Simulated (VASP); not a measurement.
Here is the system:

```xyz
4
Lattice="3.7521 0.0000 0.0000 0.0000 3.7521 0.0000 0.0000 0.0000 5.3023" Properties=species:S:1:pos:R:3 pbc="T T T"
Ba     1.8760     1.8760     2.6512
Sr     0.0000     0.0000     0.0000
O      1.8760     1.8760     0.0000
O      0.0000     0.0000     2.6512
```

The numbers are results of LDA (Ceperley-Alder, Perdew-Zunger), VASP's LDA PAW potentials (set 64) (plane waves; VASP), not measurements. Settings: 520 eV cut-off, 11×11×8 Γ-centred mesh, Gaussian smearing of 0.010 eV, potentials Ba_sv Sr_sv O.

Q: Estimate the energy per atom (σ→0).

A: 
* **energy per atom (σ→0)**: -6.562 eV/atom

Only differences to runs with the same potentials and settings are physical.

The structure comes from a computed database's BaSrO2 entry (P4/mmm); how it stands against other phases isn't given here. It was relaxed first, which changed the volume by -7 %.
